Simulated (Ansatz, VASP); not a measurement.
**LaSi3Rh in two plane-wave programs**

Aim: how closely do two programs agree when they are given the same cell, functional and k mesh? The cell is taken from a series of runs on this material, whose earlier steps may have relaxed, scaled, displaced or heated it; both programs get it as it stands.

Method: plane waves, with VASP 6.6.1 beside it; relaxation of cell and atoms at PBEsol, in Ansatz 0.2.0.

### 1. Starting point

The structure is tetragonal, space group I4mm (No. 107). The conventional cell has a = 4.239 Å, b = 4.239 Å, c = 9.799 Å, α = 90.00°, β = 90.00°, γ = 90.00°. La has 12 Si at 3.12 to 3.33 Å and 5 Rh at 3.36 to 3.39 Å nearest. Nearest to Si lie 1 Rh at 2.37 Å and 4 Si at 2.58 Å and 4 La at 3.12 Å. Si has 2 Rh at 2.37 Å and 6 Si at 2.58 to 3.00 Å and 4 La at 3.15 to 3.33 Å nearest. Rh has 5 Si at 2.37 Å and 5 La at 3.36 to 3.39 Å nearest. Farther neighbours are not listed.

Structure file:

```cif
data_structure
_symmetry_space_group_name_H-M 'I4mm'
_symmetry_Int_Tables_number 107
_cell_length_a 4.2393
_cell_length_b 4.2393
_cell_length_c 9.7992
_cell_angle_alpha 90.000
_cell_angle_beta 90.000
_cell_angle_gamma 90.000
_cell_volume 176.11
loop_
_atom_site_label
_atom_site_type_symbol
_atom_site_symmetry_multiplicity
_atom_site_Wyckoff_symbol
_atom_site_fract_x
_atom_site_fract_y
_atom_site_fract_z
_atom_site_occupancy
La1 La 2 a 0.50000 0.50000 0.49955 1
Si1 Si 2 a 0.00000 0.00000 0.41228 1
Si2 Si 4 b 0.50000 0.00000 0.26207 1
Rh1 Rh 2 a 0.50000 0.50000 0.15404 1
```

### 2. VASP: relaxation of cell and atoms, PBEsol

The relaxed volume is the usual yardstick between codes: in a stiff, nearly cubic crystal its relative difference is about their pressure difference at one cell divided by the bulk modulus.

Lines of VASP's logs that name or quote its potential files are left out, and so is its time.

Input file INCAR:

```
SYSTEM = LaSi3Rh
PREC = Accurate
ENCUT = 500
EDIFF = 1E-07
NELM = 200
ISMEAR = 1
SIGMA = 0.2
LREAL = .FALSE.
ALGO = Normal
GGA = PS
NBANDS = 25
LASPH = .TRUE.
LORBIT = 11
LWAVE = .FALSE.
LCHARG = .FALSE.
ISIF = 3
IBRION = 2
NSW = 80
EDIFFG = -0.005
GGA_COMPAT = .FALSE.
NELMIN = 4
LMAXMIX = 6
KPAR = 2
```

Input file POSCAR:

```
LaSi3Rh
1.0
   -2.1196320000      2.1196320000      4.8996100000
    2.1196320000     -2.1196320000      4.8996100000
    2.1196320000      2.1196320000     -4.8996100000
La Si Rh
1 3 1
Direct
    0.9995459843      0.9995459843      0.0000000000
    0.4122816918      0.4122816918      0.0000000000
    0.2620675931      0.7620675931      0.5000000000
    0.7620675931      0.2620675931      0.5000000000
    0.6540363417      0.6540363417      0.0000000000
```

Input file KPOINTS:

```
Automatic mesh
0
Gamma
10 10 10
0 0 0
```

The projector-augmented-wave data sets are La, Si and Rh_pv (PBE family, release 64).

On the command line:

```sh
$ mpirun -np 2 vasp_std
```

Numbers of over 12 decimals in the logs are rounded to 6 here.

Output:

```text
[banner, memory and clock lines left out]
running    2 mpi-ranks, on    1 nodes
 distrk:  each k-point on    1 cores,    2 groups
 distr:  one band on    1 cores,    1 groups

 POSCAR found type information on POSCAR LaSiRh
 POSCAR found :  3 types and       5 ions
|                                                                             |
|               ----> ADVICE to this user running VASP <----                  |
|                                                                             |
|     You enforced a specific xc type in the INCAR file but a different       |
|     [... a line on the potential file left out ...]
|     I HOPE YOU KNOW WHAT YOU ARE DOING!                                     |
|                                                                             |

 LDA part: xc-table for (Slater+PW92), standard interpolation
 POSCAR, INCAR and KPOINTS ok, starting setup
 FFT: planning ... GRIDC
 FFT: planning ... GRID_SOFT
 FFT: planning ... GRID
 WAVECAR not read
 entering main loop
       N       E                     dE             d eps       ncg     rms          rms(c)
DAV:   1     0.287999521351E+03    0.28800E+03   -0.17196E+04  6260   0.194E+03
DAV:   2     0.100403014668E+02   -0.27796E+03   -0.26713E+03  5679   0.350E+02
DAV:   3    -0.332852478265E+02   -0.43326E+02   -0.41522E+02  7780   0.134E+02
DAV:   4    -0.361780093642E+02   -0.28928E+01   -0.28655E+01  8680   0.390E+01
DAV:   5    -0.363131176723E+02   -0.13511E+00   -0.13485E+00  7686   0.654E+00    0.141E+01
DAV:   6    -0.360940610020E+02    0.21906E+00   -0.18379E+01  7512   0.280E+01    0.635E+00
DAV:   7    -0.353198783402E+02    0.77418E+00   -0.59311E+00  7512   0.196E+01    0.429E+00
DAV:   8    -0.353262716863E+02   -0.63933E-02   -0.89279E-01  7944   0.499E+00    0.140E+00
DAV:   9    -0.352903993377E+02    0.35872E-01   -0.26712E-01  8048   0.355E+00    0.360E-01
DAV:  10    -0.352910328378E+02   -0.63350E-03   -0.14688E-02  8120   0.834E-01    0.189E-01
DAV:  11    -0.352911512127E+02   -0.11837E-03   -0.20457E-03  7984   0.301E-01    0.850E-02
DAV:  12    -0.352912927680E+02   -0.14156E-03   -0.70454E-04  8512   0.145E-01    0.352E-02
DAV:  13    -0.352913317103E+02   -0.38942E-04   -0.15516E-04  8848   0.742E-02    0.197E-02
DAV:  14    -0.352913444341E+02   -0.12724E-04   -0.45643E-05  8848   0.328E-02    0.112E-02
DAV:  15    -0.352913492948E+02   -0.48607E-05   -0.40665E-05  8080   0.344E-02    0.294E-03
DAV:  16    -0.352913496334E+02   -0.33860E-06   -0.44217E-06  8528   0.140E-02    0.182E-03
DAV:  17    -0.352913496464E+02   -0.13050E-07   -0.83690E-07  8136   0.515E-03
   1 F= -.35291350E+02 E0= -.35290217E+02  d E =-.352913E+02
[...]
2 F= -.35291394E+02 E0= -.35290276E+02  d E =-.447560E-04
[...]
3 F= -.35291424E+02 E0= -.35290330E+02  d E =-.745863E-04
[...]
4 F= -.35291427E+02 E0= -.35290349E+02  d E =-.273429E-05
 trial-energy change:   -0.000003  1 .order   -0.000002   -0.000028    0.000025
 step:   0.7515(harm=  0.7094)  dis= 0.00043  next Energy=   -35.291432 (dE=-0.814E-05)
 bond charge predicted
       N       E                     dE             d eps       ncg     rms          rms(c)
DAV:   1    -0.352914886003E+02   -0.61652E-04   -0.17294E-03  6848   0.468E-01    0.620E-02
DAV:   2    -0.352914706539E+02    0.17946E-04   -0.96611E-04  7474   0.277E-01    0.416E-02
DAV:   3    -0.352914348802E+02    0.35774E-04   -0.20842E-04  7783   0.120E-01    0.986E-03
DAV:   4    -0.352914334003E+02    0.14799E-05   -0.23193E-05  9016   0.319E-02    0.468E-03
DAV:   5    -0.352914328183E+02    0.58194E-06   -0.40958E-06  8423   0.148E-02    0.238E-03
DAV:   6    -0.352914325006E+02    0.31770E-06   -0.41989E-07  6125   0.518E-03    0.511E-04
DAV:   7    -0.352914324308E+02    0.69869E-07   -0.32128E-08  3242   0.269E-03
   5 F= -.35291432E+02 E0= -.35290348E+02  d E =-.819806E-05
 curvature:  -0.49 expect dE=-0.301E-05 dE for cont linesearch -0.422E-07
 trial: gam= 0.38340 g(F)=  0.576E-06 g(S)=  0.561E-05 ort =-0.159E-05 (trialstep = 0.122E+01)
 search vector abs. value=  0.924E-05
 reached required accuracy - stopping structural energy minimisation
```

From OUTCAR (step 2):

```text
ion  position               nearest neighbor table
   1  1.000  1.000  0.000-   2 3.12   2 3.12   2 3.12   2 3.12   3 3.15   4 3.15   4 3.15   3 3.15
                             4 3.33   3 3.33   4 3.33   3 3.33   5 3.36   5 3.36   5 3.36   5 3.36
   2  0.412  0.412  0.000-   5 2.37   4 2.58   3 2.58   3 2.58   4 2.58   1 3.12   1 3.12   1 3.12
                             1 3.12
   3  0.262  0.762  0.500-   5 2.37   5 2.37   2 2.58   2 2.58   4 3.00   4 3.00   4 3.00   4 3.00
                             1 3.15   1 3.15   1 3.33   1 3.33
   4  0.762  0.262  0.500-   5 2.37   5 2.37   2 2.58   2 2.58   3 3.00   3 3.00   3 3.00   3 3.00
                             1 3.15   1 3.15   1 3.33   1 3.33
   5  0.654  0.654  0.000-   2 2.37   4 2.37   3 2.37   3 2.37   4 2.37   1 3.36   1 3.36   1 3.36
                             1 3.36   1 3.39

  LATTYP: Found a body centered tetragonal cell.
 ALAT       =     4.2392640000
 C/A-ratio  =     2.3115380406

 Subroutine GETGRP returns: Found  8 space group operations
 (whereof  8 operations were pure point group operations)

The static configuration has the point symmetry C_4v.

 Found    102 irreducible k-points:

   k-points           NKPTS =    102   k-points in BZ     NKDIM =    102   number of bands    NBANDS=     25

   dimension x,y,z NGX =    42 NGY =   42 NGZ =   42
   dimension x,y,z NGXF=    84 NGYF=   84 NGZF=   84

   ENCUT  =  500.0 eV  36.75 Ry    6.06 a.u.  10.47 10.47 10.47*2*pi/ulx,y,z

   NELECT =      38.0000    total number of electrons

 k-points in reciprocal lattice and weights: Automatic mesh
   0.00000000  0.00000000  0.00000000       0.001
   0.10000000 -0.00000000  0.00000000       0.008
   0.20000000 -0.00000000  0.00000000       0.008
   0.30000000 -0.00000000  0.00000000       0.008
   0.40000000 -0.00000000  0.00000000       0.008
   0.50000000 -0.00000000  0.00000000       0.004
   0.10000000  0.10000000  0.00000000       0.008
   0.20000000  0.10000000  0.00000000       0.016
   0.30000000  0.10000000  0.00000000       0.016
[...]
-0.40000000 -0.40000000  0.40000000       0.002
   0.50000000  0.50000000  0.50000000       0.001

 average (electrostatic) potential at core
       1 -93.5200       2 -79.1128       3 -79.3562       4 -79.3562       5 -72.4747

 E-fermi :   9.9682

 k-point     1 :       0.0000    0.0000    0.0000
  band No.  band energies     occupation
    ...
     14       6.6381      2.00000
     15       6.9042      2.00000
     16       7.3344      2.00000
     17       8.1934      2.00000
     18       8.1934      2.00000
     19      10.2370     -0.06723
     20      10.2370     -0.06723
     21      11.1781     -0.00000
     22      11.4191     -0.00000
     23      12.2098     -0.00000
    ...

 k-point     2 :       0.1000   -0.0000    0.0000
  band No.  band energies     occupation
    ...
     16       7.3307      2.00000
     17       8.2369      2.00000
     18       8.3381      2.00000
     19       9.7617      2.05642
     20       9.9502      1.15212
     21      11.2329     -0.00000
     22      11.6158     -0.00000
     23      12.3132     -0.00000
     24      12.3594     -0.00000
     25      12.3896     -0.00000

 k-point     3 :       0.2000   -0.0000    0.0000
  band No.  band energies     occupation
    ...
     16       7.5036      2.00000
     17       8.2726      2.00000
     18       8.4957      2.00000
     19       9.1698      2.00000
     20       9.5421      2.01024
     21      11.2450     -0.00000
     22      11.8933     -0.00000
     23      12.2803     -0.00000
     24      12.3615     -0.00000
     25      12.4848     -0.00000

  Total        0.0170111      0.0170111      0.0016334      0.0000000      0.0000000      0.0000000
  in kB        0.3096754      0.3096754      0.0297348      0.0000000      0.0000000      0.0000000
  external PRESSURE =       0.2163619 kB  Pullay stress =       0.0000000 kB

  energy-cutoff  :      500.00
  volume of cell :       88.01
      direct lattice vectors                 reciprocal lattice vectors
    -2.119508018  2.119508018  4.897868940     0.000000000  0.235903802  0.102085214
     2.119508018 -2.119508018  4.897868940     0.235903802  0.000000000  0.102085214
     2.119508018  2.119508018 -4.897868940     0.235903802  0.235903802  0.000000000

 POSITION                                       TOTAL-FORCE (eV/Angst)
 -----------------------------------------------------------------------------------
      0.00000      0.00000      9.79469         0.000000      0.000000      0.002378
      0.00000      0.00000      4.03545        -0.000000     -0.000000      0.000898
      2.11951     -0.00000      2.56766        -0.000000     -0.000000     -0.001654
     -0.00000      2.11951      2.56766         0.000000      0.000000     -0.001654
      0.00000      0.00000      6.40550        -0.000000     -0.000000      0.000033
 -----------------------------------------------------------------------------------
    total drift:                                0.000000      0.000000     -0.000065

  FREE ENERGIE OF THE ION-ELECTRON SYSTEM (eV)
  ---------------------------------------------------
  free  energy   TOTEN  =       -35.2914324308 eV

  energy  without entropy=      -35.2881780670  energy(sigma->0) =      -35.29034764

 reached required accuracy - stopping structural energy minimisation

 total charge
# of ion       s       p       d       f       tot
--------------------------------------------------
    1        2.029   5.627   0.787   0.170   8.613
    2        0.779   0.867   0.000   0.000   1.646
    3        0.779   0.829   0.000   0.000   1.608
    4        0.779   0.829   0.000   0.000   1.608
    5        0.428   6.380   7.309   0.000  14.117
--------------------------------------------------
tot          4.793  14.532   8.096   0.170  27.592

[... 3 further parts left out ...]
```

(Part 1 of 2 ends here.)

[Lines on the potential files, build, host, timing and source positions are cut from VASP's logs without a mark.]

[Logs are printed without paths, hosts, clocks, repeated set-up lines and the standing remarks that a program may print on its own settings, such as how far it seeks lower states.]

[Hosts, paths, dates, database ids (printed as entryN), source tags and the programs' standing remarks are cut or masked in the printed files.]
